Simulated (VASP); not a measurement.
Sn3TeS2, 6 atoms in the cell. It takes space group R-3m (No. 166, trigonal). The conventional cell has a = 6.532 Å, b = 6.532 Å, c = 13.656 Å, α = 90.00°, β = 90.00°, γ = 120.00°. Sn (site symmetry 2/m) is surrounded by 2 S at 2.12 Å. Around Te (site symmetry -3m) lie 6 Sn at 3.27 Å. Around S (site symmetry 3m) lie 3 Sn at 2.12 Å. The cell was built by a generator and needn't be a form met in nature.

- Program: VASP 6.6.1
- Task: relaxation of cell and atoms
- Functional: PBE
- Potentials or basis: VASP PAW PBE potentials, release 64 (Sn_d, Te, S)
- Cutoff: 520 eV
- k mesh: 3 × 3 × 3
- Occupations: gaussian, width 0.15 eV
- Spin: no spin polarisation
- Further INCAR settings: PREC = Normal; ALGO = Fast; EDIFF = 0.0001; IBRION = 2; EDIFFG = -0.08; NSW = 24; ISIF = 3

Potentials or basis: VASP PAW PBE potentials, release 64 (Sn_d, Te, S).

The run is started by

```console
$ cat potpaw_PBE.64/Sn_d/POTCAR potpaw_PBE.64/Te/POTCAR potpaw_PBE.64/S/POTCAR > POTCAR
$ mpirun -np 1 vasp_std > vasp.out
```

Hardware: 1 thread of Intel(R) Xeon(R) 6975P-C (Granite Rapids) (shared host).

Estimate the wall time of this run.

It took 3.1 min on 1 thread of Intel(R) Xeon(R) 6975P-C (Granite Rapids), with other jobs on the host, peak memory 0.23 GiB. Counts: scf iterations 155, k points 6, ion steps 16.
